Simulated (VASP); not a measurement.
Here is the system:

```yaml
crystal:
  lattice:
    - [-1.85041, 5.46083, 2.58173]
    - [1.85041, -5.46083, 2.58173]
    - [1.85041, 5.46083, -2.58173]
  atoms:
    - { symbol: Cu, position: [0.42731, 0.26074, 0.16657] }
    - { symbol: Cu, position: [0.09416, 0.26074, 0.83343] }
    - { symbol: Ge, position: [0.73073, 0.23073, 0.50000] }
    - { symbol: S, position: [0.32998, 0.00000, 0.32998] }
    - { symbol: S, position: [0.67002, 0.00000, 0.67002] }
    - { symbol: S, position: [0.00678, 0.00678, 0.00000] }
```

The numbers are results of LDA (Ceperley-Alder, Perdew-Zunger), VASP's LDA PAW potentials (set 64) (plane waves; VASP), not measurements. Run with 400 eV cut-off, 11×11×11 Γ-centred mesh, tetrahedra with Blöchl corrections, potentials Cu Ge_d S.

Q: Estimate the energy per atom (σ→0), band gap (on the k-mesh) with the smallest direct gap where there is one.

A: 
| Property | Value |
|---|---|
| band gap (on the k-mesh) | none (metal, semimetal or under 0.01 eV) |
| energy per atom (σ→0) | -5.152 eV/atom |

Total energies compare only between runs with the same potentials, cut-off and functional.

The structure comes from a computed database's Cu2GeS3 entry (Imm2); how it stands against other phases isn't given here. It was relaxed first.
